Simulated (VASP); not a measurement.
Runs of VASP 6.6.1 on F3ZrI. The cell holds a molecule in a box, 5 atoms: a = 12.000 Å, b = 13.000 Å, c = 12.000 Å, α = 90.00°, β = 90.00°, γ = 90.00°. 

```csv
task,level,potentials or basis,cutoff (eV),grid for exact exchange (PRECFOCK),exchange at q = 0,gap on the mesh (eV),largest force (eV/Å)
single point,SCAN,"VASP PAW PBE potentials, release 64 (F_h, Zr_sv, I)",900,-,-,4.85,0.18
single point,PBE0+TS,"VASP PAW PBE potentials, release 64 (F_h, Zr_sv, I)",900,Fast,default,6.42,0.06
single point,r2SCAN0+D4,"VASP PAW PBE potentials, release 64 (F_s, Zr_sv, I)",400,Fast,default,(b),0.28
electron localisation function,PBE,"VASP PAW PBE potentials, release 64 (F, Zr_sv, I)",520,-,-,4.40,0.62
single point,B3LYP,"VASP PAW PBE potentials, release 64 (F_h, Zr_sv, I)",900,Fast,default,5.93,0.48
atomic charges,PBE+TS,"VASP PAW PBE potentials, release 64 (F, Zr_sv, I)",520,-,-,4.40,0.62
single point,SCAN+D4,"VASP PAW PBE potentials, release 64 (F_s, Zr_sv, I)",400,-,-,(c),(a)
```

Alike in all rows: no spin polarisation; cell as given; k mesh 1 × 1 × 1; smearing gaussian 0.01 eV.

Problem. Fill in the values left out.

Solution. (a) 0.46; (b) 6.68; (c) 4.80.

Caveats: spin-orbit coupling is left out, which moves the levels of the heavy elements; the PAW data sets were made with another functional, which shifts forces and pressure a little (some runs).

A k mesh can miss the band edges, and the runs leave out spin-orbit coupling on I, Zr.

Not every run made on this cell is shown here.
